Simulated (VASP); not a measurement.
Method: RPBE GGA, VASP's PBE PAW potentials (set 64) (plane waves; VASP).

VASP ran on this input.

**INCAR**
```
ALGO = Normal
EDIFF = 1E-7
ENCUT = 520
GGA = RP
ICHARG = 11
ISMEAR = 0
LASPH = .TRUE.
LCHARG = .FALSE.
LORBIT = 11
LREAL = .FALSE.
LWAVE = .FALSE.
NELM = 100
PREC = Accurate
SIGMA = 0.05
SYSTEM = MgH2
```

**POSCAR**
```
MgH2
1
    4.5575208175     0.0000000000     0.0000000000
    0.0000000000     4.5575208175     0.0000000000
    0.0000000000     0.0000000000     3.0381745318
Mg H
2 4
Direct
  0.0000000000   0.0000000000   0.0000000000
  0.5000000000   0.5000000000   0.5000000000
  0.3043600906   0.3043600906   0.0000000000
  0.8043600906   0.1956399094   0.5000000000
  0.1956399094   0.8043600906   0.5000000000
  0.6956399094   0.6956399094   0.0000000000
```

KPOINTS:
```
k-points along high-symmetry lines
10
Line-mode
Reciprocal
  0.000000   0.000000   0.000000 ! GAMMA
  0.000000   0.500000   0.000000 ! X

  0.000000   0.500000   0.000000 ! X
  0.500000   0.500000   0.000000 ! M

  0.500000   0.500000   0.000000 ! M
  0.000000   0.000000   0.000000 ! GAMMA

  0.000000   0.000000   0.000000 ! GAMMA
  0.000000   0.000000   0.500000 ! Z

  0.000000   0.000000   0.500000 ! Z
  0.000000   0.500000   0.500000 ! R

  0.000000   0.500000   0.500000 ! R
  0.500000   0.500000   0.500000 ! A

  0.500000   0.500000   0.500000 ! A
  0.000000   0.000000   0.500000 ! Z

  0.000000   0.500000   0.000000 ! X
  0.000000   0.500000   0.500000 ! R

  0.500000   0.500000   0.000000 ! M
  0.500000   0.500000   0.500000 ! A
```

POTCAR, in this order: Mg H (PBE.64 set). Program: vasp_std. Read from the step before: CHGCAR.

Output of the run:

**OSZICAR**
```
       N       E                     dE             d eps       ncg     rms          rms(c)
DAV:   1     0.189639765003E+01    0.18964E+01   -0.30800E+03  1440   0.748E+02
DAV:   2    -0.166765611971E+02   -0.18573E+02   -0.17025E+02  1864   0.757E+01
DAV:   3    -0.172768939197E+02   -0.60033E+00   -0.60033E+00  2072   0.195E+01
DAV:   4    -0.172779112085E+02   -0.10173E-02   -0.10173E-02  1824   0.783E-01
DAV:   5    -0.172779196505E+02   -0.84419E-05   -0.84419E-05  1952   0.574E-02
DAV:   6    -0.172779197875E+02   -0.13699E-06   -0.13699E-06  1896   0.591E-03
DAV:   7    -0.172779197900E+02   -0.25946E-08   -0.25946E-08  1904   0.759E-04
   1 F= -.17277920E+02 E0= -.17277920E+02  d E =-.944080E-13
```

**OUTCAR**
```
 val. band max:       -0.6682429600   @ k =   0.1667   0.1667   0.0000

 cond. band min:       3.1805532993   @ k =   0.3889   0.3889   0.5000



 k-point     1 :       0.0000    0.0000    0.0000
  band No.  band energies     occupation
      1      -6.8669      2.00000
      2      -2.0577      2.00000
      3      -2.0577      2.00000
      4      -1.0772      2.00000
      5       4.2916      0.00000
      6       4.3724      0.00000
      7       8.4896      0.00000
      8       8.4896      0.00000

 k-point     2 :       0.0000    0.0556    0.0000
  band No.  band energies     occupation
      1      -6.8470      2.00000
      2      -2.1934      2.00000
      3      -2.0443      2.00000
      4      -1.0018      2.00000
      5       4.3164      0.00000
      6       4.4116      0.00000
      7       8.2832      0.00000
      8       8.5453      0.00000

 k-point     3 :       0.0000    0.1111    0.0000
  band No.  band energies     occupation
      1      -6.7874      2.00000
      2      -2.5094      2.00000
      3      -2.0045      2.00000
      4      -0.8623      2.00000
      5       4.2736      0.00000
      6       4.6509      0.00000
      7       7.8343      0.00000
      8       8.7026      0.00000

 k-point     4 :       0.0000    0.1667    0.0000
  band No.  band energies     occupation
      1      -6.6883      2.00000
      2      -2.9017      2.00000
      3      -1.9391      2.00000
      4      -0.7506      2.00000
      5       4.2121      0.00000
      6       5.0502      0.00000
      7       7.3206      0.00000
      8       8.9377      0.00000

 k-point     5 :       0.0000    0.2222    0.0000
  band No.  band energies     occupation
      1      -6.5501      2.00000
      2      -3.3231      2.00000
      3      -1.8495      2.00000
      4      -0.6964      2.00000
      5       4.1686      0.00000
      6       5.5792      0.00000
      7       6.8069      0.00000
      8       9.2246      0.00000
...
```

The density is held fixed in this step, so its total energy and stress have no physical meaning.

The compound is MgH2 in the rutile structure. It was relaxed first.
